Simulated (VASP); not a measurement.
```
CELL_PARAMETERS angstrom
      2.37560     1.37155     8.43911
     -2.37560     1.37155     8.43911
      0.00000    -2.74310     8.43911
ATOMIC_POSITIONS crystal
  Sr 0.00000 0.00000 0.00000
  Ag 0.85712 0.85712 0.85712
  Ag 0.14288 0.14288 0.14288
  Ag 0.56418 0.56418 0.56418
  Ag 0.43582 0.43582 0.43582
  Sb 0.74530 0.74530 0.74530
  Sb 0.25470 0.25470 0.25470
```

Level of theory: PBEsol GGA, VASP's PBE PAW potentials (set 64) (plane waves; VASP). Numerical set-up: 300 eV cut-off, 4×4×4 Γ-centred mesh, Gaussian smearing of 0.10 eV, potentials Sr_sv Ag Sb.

At this cut-off the stress carries a Pulay error, which pulls relaxed volumes low. Energy and stress use the plane-wave basis of the starting cell.

Problem. The ions, cell shape and volume are relaxed. Which structure does the run end with?

Solution. 
```
CELL_PARAMETERS angstrom
      2.33386     1.34745     8.23688
     -2.33386     1.34745     8.23688
      0.00000    -2.69491     8.23688
ATOMIC_POSITIONS crystal
  Sr 0.00000 0.00000 0.00000
  Ag 0.85617 0.85617 0.85617
  Ag 0.14383 0.14383 0.14383
  Ag 0.56277 0.56277 0.56277
  Ag 0.43723 0.43723 0.43723
  Sb 0.74280 0.74280 0.74280
  Sb 0.25720 0.25720 0.25720
```
Space group R-3m (166), at a tolerance of 0.03 Å.

Problem. How do energy and volume change from the first to the last step?

Solution. The energy (σ→0) changes by -15.1 meV/atom and the volume by -5.8 %, in 15 ionic steps.

```
step  E(σ→0) (eV)  max force (eV/Å)  pressure (GPa)  volume (Å³)
----  -----------  ----------------  --------------  -----------
1        -26.2518             0.073           -3.07       164.98
2        -26.3275             0.378            1.19       154.42
3        -26.3360             0.290           -0.01       156.87
4        -26.3433             0.216            0.02       156.50
5        -26.3533             0.082            0.10       155.37
6        -26.3559             0.050           -0.15       155.66
7        -26.3559             0.046           -0.19       155.70
8        -26.3564             0.023            0.20       154.86
9        -26.3566             0.024            0.05       155.17
10       -26.3570             0.019            0.05       155.20
11       -26.3574             0.013            0.05       155.29
12       -26.3574             0.010           -0.07       155.66
13       -26.3575             0.012           -0.01       155.43
14       -26.3575             0.012           -0.03       155.47
15       -26.3575             0.007            0.01       155.42
```

The structure comes from a computed database's Ag4SrSb2 entry (R-3m); how it stands against other phases isn't given here. This run relaxes it. Symmetry was kept, so distortions that lower it aren't found. The k-mesh is coarse (spacing up to 0.39 per Å, 2π included), so the numbers may not be converged in it. The run is one of a series of settings (EDIFFG = -0.01, IBRION = 2, ISIF = 3, NSW = 50 against the base run), some of them coarse on purpose.
